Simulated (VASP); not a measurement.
VASP ran on this input.

**KPOINTS**
```
Automatic mesh
0
Gamma
13 13 13
0 0 0
```

POSCAR:
```
Li
1
   -1.7799000000     1.7799000000     1.7799000000
    1.7799000000    -1.7799000000     1.7799000000
    1.7799000000     1.7799000000    -1.7799000000
Li
1
Direct
  0.0000000000   0.0000000000   0.0000000000
```

**INCAR**
```
! general
SYSTEM = Li
PREC   = Accurate
ENCUT  = 520
LREAL  = .False.
LASPH  = .True.

! electronic loop
EDIFF  = 1E-6
NELM   = 100
ALGO   = Normal

! smearing
ISMEAR = 1
SIGMA  = 0.1

! functional
GGA    = PE

! ions
ISIF   = 2

! output
LWAVE  = .False.
LCHARG = .False.
```

POTCAR, in this order: Li (PBE.64 set). Program: vasp_std.

Write an equivalent input for Quantum ESPRESSO's pw.x.

One equivalent input (not run):
```
&CONTROL
  calculation = 'scf'
  pseudo_dir = './pseudo'
  outdir = './out'
  tprnfor = .true.
  tstress = .true.
/
&SYSTEM
  ibrav = 0
  nat = 1
  ntyp = 1
  ecutwfc = 74
  occupations = 'smearing'
  smearing = 'methfessel-paxton'
  degauss = 0.00735
  input_dft = 'pbe'
/
&ELECTRONS
  conv_thr = 7.3e-08
  electron_maxstep = 100
/
ATOMIC_SPECIES
  Li 6.940 Li.upf
CELL_PARAMETERS angstrom
    -1.7799000    1.7799000    1.7799000
     1.7799000   -1.7799000    1.7799000
     1.7799000    1.7799000   -1.7799000
ATOMIC_POSITIONS crystal
  Li   0.0000000  0.0000000  0.0000000
K_POINTS automatic
  13 13 13 0 0 0
```
The two are equivalent in intent, not identical: the potentials are each code's own (VASP's PAW set, PseudoDojo norm-conserving files in pw.x), so ENCUT and ecutwfc are chosen apart and not converted; conv_thr bounds pw.x's estimated SCF error, while EDIFF bounds the energy change between steps.

The compound is Li in the bcc structure. The cell was not relaxed at this level. The run is one of a series of settings (POTCAR Li (PBE.64 set) against the base run), some of them coarse on purpose.
